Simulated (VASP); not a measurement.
VASP ran on this input.

File KPOINTS:
```
Automatic
0
gamma
  9 9 5
```

File POSCAR:
```
SiC
5.0679410
  0.3044942229  -0.5273994162   0.0000000000
  0.3044942229   0.5273994162   0.0000000000
  0.0000000000   0.0000000000   0.9999999363
Si C
2 2
Cartesian
  0.3044942229  -0.1758001570   0.4996653062
  0.3044942229   0.1758001570   0.9996652744
  0.3044942229  -0.1758001570   0.8753346063
  0.3044942229   0.1758001570   0.3753346381
```

### INCAR
```
SYSTEM = SiC
PREC = Accurate
ENCUT = 520
EDIFF = 1E-7
NELM = 100
ALGO = Normal
LREAL = .FALSE.
LASPH = .TRUE.
ISMEAR = -5
GGA = MK
PARAM1 = 0.1234568
PARAM2 = 0.7114
ZAB_VDW = -1.8867
LUSE_VDW = .TRUE.
AGGAC = 0.0
LWAVE = .FALSE.
LCHARG = .TRUE.
LORBIT = 11
NEDOS = 601
ISIF = 2
LEFG = .TRUE.
```

POTCAR, in this order: Si C (PBE.64 set). Program: vasp_std.

Task: Write an equivalent input for Quantum ESPRESSO's pw.x.

Result: One equivalent input (not run):
```
&CONTROL
  calculation = 'scf'
  pseudo_dir = './pseudo'
  outdir = './out'
  tprnfor = .true.
  tstress = .true.
/
&SYSTEM
  ibrav = 0
  nat = 4
  ntyp = 2
  ecutwfc = 82
  occupations = 'tetrahedra'
  input_dft = 'vdw-df2-b86r'
/
&ELECTRONS
  conv_thr = 7.3e-09
  electron_maxstep = 100
/
ATOMIC_SPECIES
  Si 28.085 Si.upf
  C 12.011 C.upf
CELL_PARAMETERS angstrom
     1.5431588   -2.6728291    0.0000000
     1.5431588    2.6728291    0.0000000
     0.0000000    0.0000000    5.0679407
ATOMIC_POSITIONS crystal
  Si   0.6666670  0.3333330  0.4996653
  Si   0.3333330  0.6666670  0.9996653
  C    0.6666670  0.3333330  0.8753347
  C    0.3333330  0.6666670  0.3753347
K_POINTS automatic
  9 9 5 0 0 0
```
What does not carry over: the potentials are each code's own (VASP's PAW set, PseudoDojo norm-conserving files in pw.x), so ENCUT and ecutwfc are chosen apart and not converted; conv_thr bounds pw.x's estimated SCF error, while EDIFF bounds the energy change between steps; the field gradients of LEFG aren't asked of the other code.

The compound is SiC in the wurtzite structure, the rare 2H polytype. It was relaxed first.
